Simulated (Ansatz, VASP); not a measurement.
# ZnSe (Stilleite) in two plane-wave programs, part 3 of 3

Aim: how closely do two programs agree when they are given the same cell, functional and k mesh? The cell is taken from a series of runs on this material, whose earlier steps may have relaxed, scaled, displaced or heated it; both programs get it as it stands.

VASP 6.6.1 and Ansatz 0.2.0.

So far. Step 6 (VASP: single point, r2SCAN, spin-orbit coupling, pair 2): The run ends at a pressure of 7.58 GPa.

## (8) Ansatz: single point, r2SCAN, spin-orbit coupling, pair 3

Level of this step: Ansatz beside VASP: Kohn-Sham DFT, plane waves, r2SCAN, spin-orbit coupling (Ansatz).

A single point gives forces, pressure and levels at one fixed geometry, so differences don't come from the geometry; what else differs is listed under the comparison. The cell compared in this pair holds 42.77 Å³, against 41.40 Å³ for the pair before.

The cell is taken from a series of runs on this material, whose earlier steps may have relaxed, scaled, displaced or heated it; both programs get it as it stands.

input.yaml reads:

```yaml
crystal:
  lattice:
    - [0.0, 2.7755958128, 2.7755958128]
    - [2.7755958128, 0.0, 2.7755958128]
    - [2.7755958128, 2.7755958128, 0.0]
  atoms:
    - { symbol: Zn, position: [0.0, 0.0, 0.0] }
    - { symbol: Se, position: [0.75, 0.75, 0.75] }
kpoints:
  mp_grid: { grid: [6, 6, 6] }
hamiltonian:
  xc: r2scan
  pseudopotentials: { kind: paw_fr, azcp: { folder: soft_1 } }
scf:
  occupations: { method: gaussian, width: 0.01 }
  n_extra_bands: 16
output:
  eigenvalues: true
  eigenstates:
    kpoints:
      - [0.0, 0.0, 0.0]
      - [0.0, 0.003533998, 0.003533998]
      - [0.003533998, 0.0, 0.003533998]
      - [0.003533998, 0.003533998, 0.0]
      - [0.002498914, 0.002498914, 0.004997828]
      - [-0.002498914, 0.002498914, 0.0]
      - [0.002498914, 0.004997828, 0.002498914]
      - [-0.002498914, 0.0, 0.002498914]
      - [0.004997828, 0.002498914, 0.002498914]
      - [0.0, -0.002498914, 0.002498914]
      - [0.00408071, 0.00408071, 0.00408071]
      - [0.0, 0.0, 0.00408071]
      - [0.0, 0.00408071, 0.0]
      - [0.00408071, 0.0, 0.0]
      - [0.0, -0.003533998, -0.003533998]
      - [-0.003533998, 0.0, -0.003533998]
      - [-0.003533998, -0.003533998, 0.0]
      - [-0.002498914, -0.002498914, -0.004997828]
      - [0.002498914, -0.002498914, 0.0]
      - [-0.002498914, -0.004997828, -0.002498914]
      - [0.002498914, 0.0, -0.002498914]
      - [-0.004997828, -0.002498914, -0.002498914]
      - [0.0, 0.002498914, -0.002498914]
      - [-0.00408071, -0.00408071, -0.00408071]
      - [0.0, 0.0, -0.00408071]
      - [0.0, -0.00408071, 0.0]
      - [-0.00408071, 0.0, 0.0]
      - [0.0, 0.013252494, 0.013252494]
      - [0.013252494, 0.0, 0.013252494]
      - [0.013252494, 0.013252494, 0.0]
      - [0.009370928, 0.009370928, 0.018741856]
      - [-0.009370928, 0.009370928, 0.0]
      - [0.009370928, 0.018741856, 0.009370928]
      - [-0.009370928, 0.0, 0.009370928]
      - [0.018741856, 0.009370928, 0.009370928]
      - [0.0, -0.009370928, 0.009370928]
      - [0.015302662, 0.015302662, 0.015302662]
      - [0.0, 0.0, 0.015302662]
      - [0.0, 0.015302662, 0.0]
      - [0.015302662, 0.0, 0.0]
      - [0.0, -0.013252494, -0.013252494]
      - [-0.013252494, 0.0, -0.013252494]
      - [-0.013252494, -0.013252494, 0.0]
      - [-0.009370928, -0.009370928, -0.018741856]
      - [0.009370928, -0.009370928, 0.0]
      - [-0.009370928, -0.018741856, -0.009370928]
      - [0.009370928, 0.0, -0.009370928]
      - [-0.018741856, -0.009370928, -0.009370928]
      - [0.0, 0.009370928, -0.009370928]
      - [-0.015302662, -0.015302662, -0.015302662]
      - [0.0, 0.0, -0.015302662]
      - [0.0, -0.015302662, 0.0]
      - [-0.015302662, 0.0, 0.0]
      - [0.0, 0.0, 0.0]
      - [0.0, 0.003533998, 0.003533998]
      - [0.003533998, 0.0, 0.003533998]
      - [0.003533998, 0.003533998, 0.0]
      - [0.002498914, 0.002498914, 0.004997828]
      - [-0.002498914, 0.002498914, 0.0]
      - [0.002498914, 0.004997828, 0.002498914]
      - [-0.002498914, 0.0, 0.002498914]
      - [0.004997828, 0.002498914, 0.002498914]
      - [0.0, -0.002498914, 0.002498914]
      - [0.00408071, 0.00408071, 0.00408071]
      - [0.0, 0.0, 0.00408071]
      - [0.0, 0.00408071, 0.0]
      - [0.00408071, 0.0, 0.0]
      - [0.0, -0.003533998, -0.003533998]
      - [-0.003533998, 0.0, -0.003533998]
      - [-0.003533998, -0.003533998, 0.0]
      - [-0.002498914, -0.002498914, -0.004997828]
      - [0.002498914, -0.002498914, 0.0]
      - [-0.002498914, -0.004997828, -0.002498914]
      - [0.002498914, 0.0, -0.002498914]
      - [-0.004997828, -0.002498914, -0.002498914]
      - [0.0, 0.002498914, -0.002498914]
      - [-0.00408071, -0.00408071, -0.00408071]
      - [0.0, 0.0, -0.00408071]
      - [0.0, -0.00408071, 0.0]
      - [-0.00408071, 0.0, 0.0]
      - [0.0, 0.013252494, 0.013252494]
      - [0.013252494, 0.0, 0.013252494]
      - [0.013252494, 0.013252494, 0.0]
      - [0.009370928, 0.009370928, 0.018741856]
      - [-0.009370928, 0.009370928, 0.0]
      - [0.009370928, 0.018741856, 0.009370928]
      - [-0.009370928, 0.0, 0.009370928]
      - [0.018741856, 0.009370928, 0.009370928]
      - [0.0, -0.009370928, 0.009370928]
      - [0.015302662, 0.015302662, 0.015302662]
      - [0.0, 0.0, 0.015302662]
      - [0.0, 0.015302662, 0.0]
      - [0.015302662, 0.0, 0.0]
      - [0.0, -0.013252494, -0.013252494]
      - [-0.013252494, 0.0, -0.013252494]
      - [-0.013252494, -0.013252494, 0.0]
      - [-0.009370928, -0.009370928, -0.018741856]
      - [0.009370928, -0.009370928, 0.0]
      - [-0.009370928, -0.018741856, -0.009370928]
      - [0.009370928, 0.0, -0.009370928]
      - [-0.018741856, -0.009370928, -0.009370928]
      - [0.0, 0.009370928, -0.009370928]
      - [-0.015302662, -0.015302662, -0.015302662]
      - [0.0, 0.0, -0.015302662]
      - [0.0, -0.015302662, 0.0]
      - [-0.015302662, 0.0, 0.0]
magnetization:
  noncollinear: true
  spin_orbit: true
checkpoint:
  read: start.run
  write: ck
  compress: false
  write_wavefunctions: false
  write_every: 100000
```

The run is started by

```bash
$ ansatz run input.yaml --threads 4 --pin off --max-ram 9216MiB --backend cpu --events-out ev --progress --plain --runs-dir out
```

Numbers of over 12 decimals in the logs are rounded to 6 here.

The log of the run:

```text
[...]
Crystal: 2 atoms, lattice volume = 42.766 Å³
Basis set: ecut = 500 eV, 1067 PW (Γ), exchange–correlation on 120×120×120 points (64 copies of the dense FFT grid, shifted against one another)
Bands: 44, of which v1, the nominal top of the filled ones, is band 28 counted from 1 (27 counted from 0)
Symmetry: 24 space group operations + 24 with time reversal
[...]
k-point 0: bands = [... 24 lower, 7.2240, 7.2240, 7.2240, 7.2240, 9.2324, 9.2324, 13.2909, 13.2909, ... 12 higher]
  k-point 1: bands = [... 24 lower, 6.7003, 6.7003, 6.9261, 6.9398, 10.4014, 10.4014, 13.5474, 13.5474, ... 12 higher]
  k-point 2: bands = [... 24 lower, 6.2160, 6.2160, 6.4364, 6.4499, 10.4282, 10.4282, 14.0467, 14.0467, ... 12 higher]
  k-point 15: bands = [... 24 lower, 4.0494, 4.1763, 4.2532, 4.2534, 11.8820, 11.9030, 12.4573, 12.5448, ... 12 higher]
[key lines of the parts left out:]
SCF converged after 3 iterations
Magnetization: |M| = 0.0000 μB,  M = (+0.0000, +0.0000, +0.0000) μB
Free energy (F): -8799.957669 eV
Fermi energy:    8.228230 eV
```

## (9) VASP: single point, r2SCAN, spin-orbit coupling, pair 3

The same cell, functional, mesh and smearing now go to VASP, with its own data sets.

INCAR reads:

```
SYSTEM = ZnSe
PREC = Accurate
ENCUT = 440
EDIFF = 1E-06
NELM = 200
ISMEAR = 0
SIGMA = 0.01
LREAL = .FALSE.
ALGO = Normal
METAGGA = R2SCAN
LASPH = .TRUE.
LNONCOLLINEAR = .TRUE.
MAGMOM = 0 0 0 0 0 0
NBANDS = 30
GGA_COMPAT = .FALSE.
LSORBIT = .TRUE.
LORBIT = 11
LWAVE = .FALSE.
LCHARG = .FALSE.
ISIF = 2
EFERMI = MIDGAP
LMIXTAU = .TRUE.
KPAR = 2
```

POSCAR reads:

```
ZnSe
1.0
    0.0000000000      2.7755958128      2.7755958128
    2.7755958128      0.0000000000      2.7755958128
    2.7755958128      2.7755958128      0.0000000000
Zn Se
1 1
Direct
    0.0000000000      0.0000000000      0.0000000000
    0.7500000000      0.7500000000      0.7500000000
```

KPOINTS reads:

```
Automatic mesh
0
Gamma
6 6 6
0 0 0
```

The projector-augmented-wave data sets are Zn and Se (PBE family, release 64).

The run is started by

```bash
$ mpirun -np 2 vasp_ncl
```

The log of the run:

```text
[... set-up lines as in an earlier step ...]
 entering main loop
       N       E                     dE             d eps       ncg     rms          rms(c)
DAV:   1     0.972226764960E+02    0.97223E+02   -0.76848E+03  1320   0.129E+03
DAV:   2    -0.155013040676E+02   -0.11272E+03   -0.10612E+03  1332   0.305E+02
DAV:   3    -0.273983097209E+02   -0.11897E+02   -0.11741E+02  1532   0.981E+01
DAV:   4    -0.276345536423E+02   -0.23624E+00   -0.23596E+00  1490   0.145E+01
[...]
DAV:  15    -0.248854687085E+02    0.18215E-05   -0.45887E-06  1450   0.354E-02    0.203E-03
DAV:  16    -0.248854732165E+02   -0.45080E-05   -0.18310E-06  1410   0.166E-02    0.264E-03
DAV:  17    -0.248854725719E+02    0.64453E-06   -0.54538E-07   894   0.138E-02
   1 F= -.24885473E+02 E0= -.24885473E+02  d E =0.000000E+00  mag=    -0.0000     0.0000    -0.0000
```

Parts of OUTCAR (step 9):

```text
  Total        1.2193184      1.2193184      1.2193184     -0.0000000     -0.0000000     -0.0000000
  in kB       45.6803096     45.6803096     45.6803096     -0.0000000     -0.0000000     -0.0000000
  external PRESSURE =      45.6803096 kB  Pullay stress =       0.0000000 kB

 POSITION                                       TOTAL-FORCE (eV/Angst)
 -----------------------------------------------------------------------------------
      0.00000      0.00000      0.00000         0.000000     -0.000000      0.000000
      4.16339      4.16339      4.16339        -0.000000      0.000000     -0.000000
 -----------------------------------------------------------------------------------
    total drift:                               -0.000000     -0.000000     -0.000001

  FREE ENERGIE OF THE ION-ELECTRON SYSTEM (eV)
  ---------------------------------------------------
  free  energy   TOTEN  =       -24.8854725719 eV

  energy  without entropy=      -24.8854725719  energy(sigma->0) =      -24.88547257

 magnetization (x)
# of ion       s       p       d       tot
------------------------------------------
    1        0.000  -0.000  -0.000   0.000
    2        0.000   0.000   0.000   0.000
--------------------------------------------------
tot          0.000  -0.000  -0.000   0.000

 magnetization (z)
# of ion       s       p       d       tot
------------------------------------------
    1       -0.000   0.000  -0.000  -0.000
    2        0.000   0.000   0.000   0.000
--------------------------------------------------
tot         -0.000   0.000  -0.000  -0.000

[... 2 parts as in an earlier step ...]

[... 2 further parts left out ...]
[key lines of the parts left out:]
E-fermi :   2.9935
```

The run ends at a pressure of 4.57 GPa.

## (10) Side by side

What differs besides the data sets and the points named for the pairs above, as far as they apply: the data sets hold 28 valence electrons in Ansatz (on its PAW fully relativistic soft_1 files) and 18 in VASP. Total energies have different zeros and are not compared.

Both answers:

```
              quantity  Ansatz   VASP  difference
gap on the k mesh (eV)   2.008  2.019      -0.011
```

A gap on the mesh is an upper bound, since the band edges may lie between its points.

## (11) What came out

```
difference in gap on the k mesh (single point, r2SCAN, spin-orbit coupling, pair 1) : -0.017 eV
difference in gap on the k mesh (single point, r2SCAN, spin-orbit coupling, pair 2) : -0.014 eV
difference in gap on the k mesh (single point, r2SCAN, spin-orbit coupling, pair 3) : -0.011 eV
```

In words: The difference in gap on the k mesh is -0.017 eV (single point, r2SCAN, spin-orbit coupling, pair 1), within the 0.08 eV picked in this series as the mark of a large difference. The data sets hold unlike numbers of valence electrons (28 in Ansatz and 18 in VASP), so part of the differences comes from the potentials. 5 further runs of this series are not shown here. How closely two codes agree says nothing of how well the functional describes the real material.

[Lines on the potential files, build, host, timing and source positions are cut from VASP's logs without a mark.]

[Logs are printed without paths, hosts, clocks, repeated set-up lines and the standing remarks that a program may print on its own settings, such as how far it seeks lower states.]

[Hosts, paths, dates, database ids (printed as entryN), source tags and the programs' standing remarks are cut or masked in the printed files.]
